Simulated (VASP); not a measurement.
TiCl2F:

```xyz
8
Lattice="3.7438 0.0000 0.0000 -1.8719 3.2422 0.0000 0.0000 0.0000 14.0115" Properties=species:S:1:pos:R:3 pbc="T T T"
Ti    0.0000    0.0000    0.0000
Ti    0.0000    0.0000    7.0057
Cl    1.8719    1.0807   12.8642
Cl    0.0000    2.1615    1.1473
Cl    1.8719    1.0807    8.1530
Cl    0.0000    2.1615    5.8584
F     1.8719    1.0807   10.5086
F     0.0000    2.1615    3.5029
```

The cell was built by a generator and needn't be a form met in nature.

| Quantity | Value |
| --- | --- |
| Program | VASP 6.6.1 |
| Task | relaxation of cell and atoms |
| Functional | PBE |
| Potentials or basis | VASP PAW PBE potentials, release 64 (Ti_sv, Cl, F) |
| Cutoff | 520 eV |
| k mesh | 4 × 4 × 1 |
| Occupations | gaussian, width 0.15 eV |
| Spin | no spin polarisation |

At the start: pressure 0.2 GPa; volume 21.26 Å³/atom.

Question: Where does the relaxation end?

Answer: Over 11 steps the energy falls by 130.2 meV/atom and the volume is 18.49 Å³/atom (-13.0 %); space group P6_3/mmc (No. 194, to 0.05 Å).

The path:
```csv
step,energy change (eV),largest force (eV/Å),pressure (GPa),volume (Å³)
1,0.0000,1.2337,0.25,170.07
2,-0.3309,0.6942,-1.82,170.83
3,-0.5196,0.1071,-3.88,171.50
4,-0.3640,0.9995,-6.99,172.56
5,-0.5456,0.2328,-4.86,171.82
6,-0.7389,0.2939,-4.34,166.05
7,-0.9132,0.3588,-3.47,158.87
8,-0.9611,0.5352,-0.75,144.82
9,-0.9961,0.4773,-2.04,150.80
10,-1.0385,0.1732,-0.55,148.77
11,-1.0416,0.0461,-0.01,147.90
```

Final structure:
```xyz
8
Lattice="3.3891 0.0000 0.0000 -1.6946 2.9351 0.0000 0.0000 0.0000 14.8686" Properties=species:S:1:pos:R:3 pbc="T T T"
Ti    0.0000    0.0000    0.0000
Ti    0.0000    0.0000    7.4343
Cl    1.6946    0.9784   13.4093
Cl    0.0000    1.9567    1.4593
Cl    1.6946    0.9784    8.8935
Cl    0.0000    1.9567    5.9750
F     1.6946    0.9784   11.1514
F     0.0000    1.9567    3.7171
```

Caveat: the k mesh is coarse (spacing up to 0.48 Å⁻¹), so the values aren't converged; the relaxation stopped at a loose force limit of 0.08 eV/Å, so its end isn't a converged minimum.
